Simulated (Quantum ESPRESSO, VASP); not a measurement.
# Er (P6_3/mmc, 2 atoms in the cell) computed with different codes at matched settings

Self-consistent single point, at a second geometry (lattice scaled by 0.98). First geometry:

```
Er
1.0
    1.77858    -3.08058     0.00000
    1.77858     3.08058     0.00000
    0.00000     0.00000     5.58553
Er
2
Direct
  0.33333   0.66667   0.25000
  0.66667   0.33333   0.75000
```
Moments meant for the start (each program seeds them in its own way; μB, in the order of the atoms Er Er): 3.0 3.0.

Shared settings, as Quantum ESPRESSO writes them: occupations = smearing; smearing = fd; degauss = 0.0073499 Ry; nspin = 2; K_POINTS = automatic 7 7 4 0 0 0. Potentials and cutoffs stand in the table.

```csv
code,model,ΔF from the first geometry (meV/atom),pressure (GPa),size of the net moment (μB/atom),cutoff
VASP,"PBE, VASP's PBE PAW potentials (set 64)",46.5,3.42,2.36,300 eV
Quantum ESPRESSO,"PBE, SSSP 1.1.2 efficiency (PBE) pseudopotentials",33.5,3.86,2.29,50 Ry
```

For VASP (by 1.7 GPa) the energy change implies a higher mean pressure, against the two pressures, than for the other programs: a sign of finite-basis (Pulay) stress.

On VASP's run: spin-orbit coupling is off. The magnetic order is the one reached from the typed start; others were not searched systematically. With U or open f shells several self-consistent states can exist. The f electrons are in the valence without U or exact exchange, which can misplace them near the Fermi level. Spin-orbit terms, which matter for f shells, are left out.

The spread over the programs that give each value: ΔF from the first geometry within 13.0 meV/atom; pressure within 0.44 GPa; size of the net moment within 0.07 μB/atom.

VASP's run is marked for a possible Pulay error in its stress at this cutoff; no cutoff test was made.

The starting cell has typed, rounded lattice constants, without a prior relaxation at this level. Its lattice was rescaled by a random factor within 2.5 % of one. For this run, on top of that: lattice scaled by 0.98.

Left out of this page: Ansatz (with a known weakness of the program); FLEUR (not drawn, or without a comparable value).
